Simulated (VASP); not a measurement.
Calculation: PBEsol GGA, VASP's PBE PAW potentials (set 64) (plane waves; VASP 6.6.1).

VASP input:

### KPOINTS
```
Automatic
0
gamma
9 9 18
```

**INCAR**
```
LASPH  =  .True.   ! aspherical one-centre terms
LMAXMIX  =  6   ! l cut-off of mixed one-centre charges
SYSTEM  =  AuIr3
LORBIT  =  11   ! lm-projected
ISMEAR  =  -5   ! tetrahedra, Bloechl
ISIF  =  2
ALGO  =  Normal
EDIFF  =  1E-7
PREC  =  Accurate
LCHARG  =  .True.
NEDOS  =  601
LWAVE  =  .False.
GGA  =  PS
LREAL  =  .False.   ! projection in real space or not
ENCUT  =  400   ! plane-wave cut-off (eV)
NELM  =  100
```

POSCAR:
```
AuIr3
1
   -0.0022439990     3.8968331030     3.8788337933
    3.8968331030    -0.0022439990     3.8788337933
    1.9472945520     1.9472945520    -0.0000000000
Ir Au
3 1
Direct
  1.0000000000   0.0000000000   0.0000000000
  0.0000000000   0.5000000000   0.0000000000
  0.5000000000   1.0000000000   0.0000000000
  0.5000000000   0.5000000000   1.0000000000
```

POTCAR, in this order: Ir Au (PBE.64 set). Program: vasp_std.

The run wrote:

### OSZICAR
```
       N       E                     dE             d eps       ncg     rms          rms(c)
DAV:   1     0.317511332146E+03    0.31751E+03   -0.15263E+04 11580   0.133E+03
DAV:   2    -0.145060735926E+02   -0.33202E+03   -0.32155E+03 11962   0.424E+02
DAV:   3    -0.339289058290E+02   -0.19423E+02   -0.18686E+02 15702   0.964E+01
DAV:   4    -0.345039790279E+02   -0.57507E+00   -0.57272E+00 12533   0.184E+01
DAV:   5    -0.345224295730E+02   -0.18451E-01   -0.18517E-01 14839   0.258E+00    0.286E+01
DAV:   6    -0.324503340722E+02    0.20721E+01   -0.75570E+00 13310   0.267E+01    0.167E+01
DAV:   7    -0.322258212820E+02    0.22451E+00   -0.32895E+00 16305   0.227E+01    0.575E+00
DAV:   8    -0.321616134744E+02    0.64208E-01   -0.18669E+00 17246   0.159E+01    0.454E+00
DAV:   9    -0.320396746373E+02    0.12194E+00   -0.70594E-01 16702   0.833E+00    0.193E+00
DAV:  10    -0.320321186825E+02    0.75560E-02   -0.35259E-02 12926   0.197E+00    0.319E-01
DAV:  11    -0.320318861511E+02    0.23253E-03   -0.22002E-03 15970   0.561E-01    0.882E-02
DAV:  12    -0.320319051681E+02   -0.19017E-04   -0.21494E-04 13656   0.119E-01    0.572E-02
DAV:  13    -0.320318900509E+02    0.15117E-04   -0.34821E-05 13950   0.767E-02    0.113E-02
DAV:  14    -0.320318921077E+02   -0.20568E-05   -0.21696E-06 15107   0.144E-02    0.339E-03
DAV:  15    -0.320318911393E+02    0.96840E-06   -0.22372E-07  7117   0.620E-03    0.125E-03
DAV:  16    -0.320318911828E+02   -0.43519E-07   -0.27290E-08  6289   0.182E-03
   1 F= -.32031891E+02 E0= -.32031891E+02  d E =0.000000E+00
```

OUTCAR:
```
------------------------ aborting loop because EDIFF is reached ----------------------------------------
  FORCE on cell =-STRESS in cart. coord.  units (eV):
  Direction    XX          YY          ZZ          XY          YZ          ZX
  --------------------------------------------------------------------------------------
  Total       -0.0010480     -0.0010480      0.0089027      0.2375301      0.0000000      0.0000000
  in kB       -0.0285066     -0.0285066      0.2421640      6.4610734      0.0000000      0.0000000
  external PRESSURE =       0.0617169 kB  Pullay stress =       0.0000000 kB
  volume of cell :       58.90
      direct lattice vectors                 reciprocal lattice vectors
    -0.002243999  3.896833103  3.878833793    -0.128235474  0.128235474  0.128904724
     3.896833103 -0.002243999  3.878833793     0.128235474 -0.128235474  0.128904724
     1.947294552  1.947294552  0.000000000     0.256766497  0.256766497 -0.257809448
 POSITION                                       TOTAL-FORCE (eV/Angst)
 -----------------------------------------------------------------------------------
      0.00000      0.00000      0.00000        -0.000000      0.000000     -0.000000
      1.94842     -0.00112      1.93942        -0.000000      0.000000     -0.000000
     -0.00112      1.94842      1.93942         0.000000     -0.000000     -0.000000
      1.94729      1.94729      3.87883        -0.000000      0.000000      0.000000
 -----------------------------------------------------------------------------------
    total drift:                                0.000000     -0.000000      0.000000
  FREE ENERGIE OF THE ION-ELECTRON SYSTEM (eV)
  ---------------------------------------------------
  free  energy   TOTEN  =       -32.0318911828 eV

  energy  without entropy=      -32.0318911828  energy(sigma->0) =      -32.03189118

 total charge

# of ion       s       p       d       tot
------------------------------------------
    1        0.647   0.667   6.942   8.256
    2        0.630   0.637   6.988   8.254
    3        0.630   0.637   6.988   8.254
    4        0.619   0.587   8.646   9.851
--------------------------------------------------
tot          2.525   2.527  29.563  34.615
```
(Selected blocks of OUTCAR.)

For a metal the tetrahedron method with Blöchl corrections gives inexact stress and forces.

The structure was generated: AuIr3 was put into an ordered model structure (Cmmm), which need not be its known phase. It was relaxed first.
